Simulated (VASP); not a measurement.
These are PBE GGA, VASP's PBE PAW potentials (set 64) (plane waves; VASP) values and carry that method's errors.

VASP input:

**POSCAR**
```
W
1
    0.0000000000     2.8984690000     2.8984690000
    2.8984690000     0.0000000000     2.8984690000
    2.8984690000     2.8984690000     0.0000000000
W
2
Direct
  0.7500000000   0.7500000000   0.7500000000
  0.5000000000   0.5000000000   0.5000000000
```

### KPOINTS
```
Automatic
0
Gamma
 4 4 4
```

**INCAR**
```
ALGO  =  Normal
EDIFF  =  1E-6
ENCUT  =  400
GGA  =  PE
ISIF  =  2
ISMEAR  =  1
LASPH  =  T
LCHARG  =  F
LMAXMIX  =  6
LREAL  =  F
LWAVE  =  F
NELM  =  100
PREC  =  Accurate
SIGMA  =  0.1
SYSTEM  =  W
```

POTCAR, in this order: W_sv (PBE.64 set). Program: vasp_std.

The run wrote:

### OSZICAR
```
       N       E                     dE             d eps       ncg     rms          rms(c)
DAV:   1     0.269909154494E+03    0.26991E+03   -0.16049E+04   296   0.145E+03
DAV:   2    -0.116857963678E+02   -0.28159E+03   -0.27744E+03   332   0.444E+02
DAV:   3    -0.207573355360E+02   -0.90715E+01   -0.87460E+01   336   0.799E+01
DAV:   4    -0.209403475213E+02   -0.18301E+00   -0.18270E+00   338   0.113E+01
DAV:   5    -0.209424713090E+02   -0.21238E-02   -0.21230E-02   348   0.138E+00    0.203E+01
DAV:   6    -0.206506336468E+02    0.29184E+00   -0.56799E-01   348   0.701E+00    0.936E+00
DAV:   7    -0.205804559987E+02    0.70178E-01   -0.22088E-01   350   0.476E+00    0.899E-01
DAV:   8    -0.205755298121E+02    0.49262E-02   -0.43063E-02   316   0.157E+00    0.139E-01
DAV:   9    -0.205747701414E+02    0.75967E-03   -0.21511E-03   320   0.370E-01    0.809E-02
DAV:  10    -0.205747399820E+02    0.30159E-04   -0.67872E-04   322   0.163E-01    0.125E-02
DAV:  11    -0.205747344694E+02    0.55126E-05   -0.38933E-05   324   0.424E-02    0.315E-03
DAV:  12    -0.205747329876E+02    0.14818E-05   -0.11133E-06   228   0.103E-02    0.135E-03
DAV:  13    -0.205747330638E+02   -0.76204E-07   -0.68132E-08   162   0.298E-03
   1 F= -.20574733E+02 E0= -.20575153E+02  d E =0.126045E-02
```

**OUTCAR**
```
------------------------ aborting loop because EDIFF is reached ----------------------------------------
  FORCE on cell =-STRESS in cart. coord.  units (eV):
  Direction    XX          YY          ZZ          XY          YZ          ZX
  --------------------------------------------------------------------------------------
  Total        0.5776057      0.5776057      0.5776057      0.0000000     -0.0000000      0.0000000
  in kB       19.0022964     19.0022964     19.0022964      0.0000000     -0.0000000      0.0000000
  external PRESSURE =      19.0022964 kB  Pullay stress =       0.0000000 kB
  volume of cell :       48.70
      direct lattice vectors                 reciprocal lattice vectors
     0.000000000  2.898469000  2.898469000    -0.172504864  0.172504864  0.172504864
     2.898469000  0.000000000  2.898469000     0.172504864 -0.172504864  0.172504864
     2.898469000  2.898469000  0.000000000     0.172504864  0.172504864 -0.172504864
 POSITION                                       TOTAL-FORCE (eV/Angst)
 -----------------------------------------------------------------------------------
      4.34770      4.34770      4.34770        -0.000000     -0.000000     -0.000000
      2.89847      2.89847      2.89847         0.000000      0.000000      0.000000
 -----------------------------------------------------------------------------------
    total drift:                                0.000000      0.000000      0.000000
  FREE ENERGIE OF THE ION-ELECTRON SYSTEM (eV)
  ---------------------------------------------------
  free  energy   TOTEN  =       -20.5747330638 eV

  energy  without entropy=      -20.5759935133  energy(sigma->0) =      -20.57515321
```
(Selected blocks of OUTCAR.)

### OUTCAR
```
 val. band max:        5.4154748621   @ k =  -0.2500   0.5000   0.2500

 cond. band min:       5.5531398549   @ k =   0.2500   0.0000   0.0000


 Fermi energy:         5.5110249699

 k-point     1 :       0.0000    0.0000    0.0000
  band No.  band energies     occupation
      1     -67.8088      2.00000
      2     -67.4742      2.00000
      3     -32.4063      2.00000
      4     -32.4063      2.00000
      5     -32.4063      2.00000
      6     -31.4566      2.00000
      7     -31.4566      2.00000
      8     -31.4566      2.00000
      9      -0.8259      2.00000
     10       3.4550      2.00000
     11       3.4550      2.00000
     12       4.2522      2.00000
     13       4.2522      2.00000
     14       4.2522      2.00000
     15       6.9217     -0.00000
     16       6.9217     -0.00000
     17       6.9217     -0.00000
     18      10.7179      0.00000

 k-point     2 :       0.2500    0.0000    0.0000
  band No.  band energies     occupation
      1     -67.7742      2.00000
      2     -67.5098      2.00000
      3     -32.4609      2.00000
      4     -32.4609      2.00000
      5     -32.3980      2.00000
      6     -31.4702      2.00000
      7     -31.3978      2.00000
      8     -31.3978      2.00000
      9       0.2051      2.00000
     10       3.2619      2.00000
     11       3.2619      2.00000
     12       4.1042      2.00000
     13       4.6936      2.00000
     14       4.6936      2.00000
     15       5.5531      0.35246
     16       7.0392     -0.00000
     17       7.0392     -0.00000
     18      10.4596      0.00000

 k-point     3 :       0.5000    0.0000    0.0000
  band No.  band energies     occupation
      1     -67.7261      2.00000
      2     -67.5588      2.00000
      3     -32.5099      2.00000
      4     -32.5099      2.00000
      5     -32.3916      2.00000
      6     -31.4814      2.00000
      7     -31.3444      2.00000
      8     -31.3444      2.00000
      9       1.7697      2.00000
...
```

Unless said otherwise, spin-orbit coupling is left out, though it shifts the bands of the heavy elements here.

The structure was generated: W was put into the diamond type (Fd-3m), which need not be its known phase. The cell was not relaxed at this level. The k-mesh is coarse (spacing up to 0.47 per Å, 2π included), so the numbers may not be converged in it. The run is one of a series of settings (KPOINTS 4×4×4 Γ-centred mesh against the base run), some of them coarse on purpose.
